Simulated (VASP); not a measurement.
Here is the system:

```
SrVO3
1.0
    3.84703     0.00000     0.00000
    0.00000     3.84703     0.00000
    0.00000     0.00000     3.84703
Sr V O
1 1 3
Direct
  0.00000   0.00000   0.00000
  0.50000   0.50000   0.50000
  0.50000   0.00000   0.50000
  0.00000   0.50000   0.50000
  0.50000   0.50000   0.00000
```

These are TPSS meta-GGA, VASP's PBE PAW potentials (set 64) (plane waves; VASP 6.6.1) values and carry that method's errors. Run with 520 eV cut-off, 9×9×9 Γ-centred mesh, tetrahedra with Blöchl corrections, potentials Sr_sv V_sv O.

The cores are frozen, which limits the accuracy of field gradients.

Question: Give the principal components of the electric field gradient (V/Å²) and the asymmetry η at each nucleus.

Answer: 
| atom | Vxx | Vyy | Vzz | η |
|---|---|---|---|---|
| Sr1 | 0.0 | 0.0 | 0.0 | - |
| V2 | 0.0 | 0.0 | 0.0 | - |
| O3 | -13.0 | -13.0 | 26.0 | 0.00 |
| O4 | -13.0 | -13.0 | 26.0 | 0.00 |
| O5 | -13.0 | -13.0 | 26.0 | 0.00 |

The compound is SrVO3 in the cubic perovskite structure. It was relaxed first. The run is not spin-polarised, so no magnetic state was tried.
